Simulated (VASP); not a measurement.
```
Mo
1.0
   -1.58000     1.58000     1.58000
    1.58000    -1.58000     1.58000
    1.58000     1.58000    -1.58000
Mo
1
Direct
  0.00000   0.00000   0.00000
```

These are PBE GGA, VASP's PBE PAW potentials (set 64) (plane waves; VASP 6.6.1) values and carry that method's errors. Run with 530 eV cut-off, 15×15×15 Γ-centred mesh, first-order Methfessel-Paxton smearing of 0.10 eV, potentials Mo_sv.

Finite-difference elastic constants of metals are sensitive to mesh and smearing; shear constants can be off by tens of GPa.

**Question.** Give the elastic stiffness tensor with the ions relaxed (GPa, in the frame of the cell).

**Answer.** 
```json
[
 {"": "xx", "xx": "458", "yy": "168", "zz": "168", "yz": "0.0", "xz": "0.0", "xy": "0.0"},
 {"": "yy", "xx": "168", "yy": "458", "zz": "168", "yz": "0.0", "xz": "0.0", "xy": "0.0"},
 {"": "zz", "xx": "168", "yy": "168", "zz": "458", "yz": "0.0", "xz": "0.0", "xy": "0.0"},
 {"": "yz", "xx": "0.0", "yy": "0.0", "zz": "0.0", "yz": "92.0", "xz": "0.0", "xy": "0.0"},
 {"": "xz", "xx": "0.0", "yy": "0.0", "zz": "0.0", "yz": "0.0", "xz": "92.0", "xy": "0.0"},
 {"": "xy", "xx": "0.0", "yy": "0.0", "zz": "0.0", "yz": "0.0", "xz": "0.0", "xy": "92.0"}
]
```

**Question.** What does the run give for the Hill bulk modulus, Hill shear modulus, Young's modulus, Poisson's ratio?

**Answer.** 
```
Quantity             Result
------------------  -------
Hill bulk modulus   264 GPa
Hill shear modulus  111 GPa
Young's modulus     291 GPa
Poisson's ratio       0.317
```

Measured: C11 478 GPa at 0 K (computed value off by -4.3 %), C12 160 GPa at 0 K (computed value off by +5.0 %), C44 112 GPa at 0 K (computed value off by -17.9 %), as given by X. Gong et al., The Journal of Chemical Physics (2024), arXiv:2406.16634 [300 K values taken to 0 K by the source's computed thermal shift; zero-point effects included].

The compound is Mo in the bcc structure. It was relaxed first.
